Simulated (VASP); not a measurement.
Here is the system:

```
Al3Sc
1.0
    4.18200     0.00000     0.00000
    0.00000     4.18200     0.00000
    0.00000     0.00000     4.18200
Sc Al
1 3
Direct
  0.00000   0.00000   0.00000
  0.00000   0.50000   0.50000
  0.50000   0.00000   0.50000
  0.50000   0.50000   0.00000
```

The numbers are results of PBE GGA, VASP's PBE PAW potentials (set 64) (plane waves; VASP 6.6.1), not measurements. Settings: 400 eV cut-off, 6×6×6 Γ-centred mesh, first-order Methfessel-Paxton smearing of 0.10 eV, potentials Sc_sv Al.

### Question
Give the stress tensor in GPa (positive for a compressed cell).

### Answer

```
-4.26   0.00   0.00
 0.00  -4.26   0.00
 0.00   0.00  -4.26
```
The pressure is its mean diagonal, -4.26 GPa.

The compound is Al3Sc in the L1_2 structure. The cell was not relaxed at this level.
